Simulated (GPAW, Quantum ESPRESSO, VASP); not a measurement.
**Code comparison for SrCaI4 (P1, 6 atoms in the cell)**

Self-consistent single point.

```
SrCaI4
1.0
    7.28074     0.00000     0.00000
    0.00000     4.66211     0.00000
   -0.03196     0.00000     8.10929
Sr Ca I
1 1 4
Direct
  0.00132   0.00308   0.99831
  0.00124   0.50009   0.49820
  0.23815   0.99865   0.34718
  0.76100   0.00304   0.65275
  0.24960   0.50046   0.82449
  0.74868   0.49467   0.17907
```

Shared settings, as Quantum ESPRESSO writes them: occupations = fixed; K_POINTS = automatic 2 3 2 0 0 0. Potentials and cutoffs stand in the table.

| code | model | pressure (GPa) | largest force (eV/Å) | gap on the mesh (eV) | cutoff |
|---|---|---|---|---|---|
| GPAW | LDA (Perdew-Wang 92), GPAW PAW datasets LDA (gpaw-data 1.0.1) | -1.82 | 0.320 | 3.539 | 600 eV |
| VASP | LDA (PZ), VASP's LDA PAW potentials (set 64) | -1.87 | 0.320 | 3.519 | 300 eV |
| Quantum ESPRESSO | LDA (PW92), PseudoDojo standard norm-conserving (LDA) pseudopotentials | -1.92 | 0.340 | 3.529 | 75 Ry |

Size of the force on each atom (eV/Å): Sizes of forces hide their directions.

```
code                Sr1    Ca2     I3     I4     I5     I6
----------------  -----  -----  -----  -----  -----  -----
GPAW              0.111  0.064  0.174  0.227  0.255  0.320
VASP              0.111  0.064  0.175  0.228  0.255  0.320
Quantum ESPRESSO  0.108  0.063  0.195  0.248  0.275  0.340
```

Gaps are read on the mesh.

On GPAW's run: spin-orbit coupling is off.

The spread over the programs that give each value: pressure within 0.10 GPa; largest force within 0.020 eV/Å; gap on the mesh within 0.020 eV.

The same LDA comes in different parametrisations, which differ slightly.

VASP's run is marked for a possible Pulay error in its stress at this cutoff; no cutoff test was made.

VASP ran the fixed occupations as a Gaussian smearing of 0.01 eV.

The starting cell comes from a database of computed structures (which also holds hypothetical and non-ambient phases and stackings), without a prior relaxation at this level. Its atoms were displaced at random from the sites of space group no. 10.

Left out of this page: Ansatz, ABINIT, CP2K, Elk and SIESTA (not drawn, or without a comparable value).
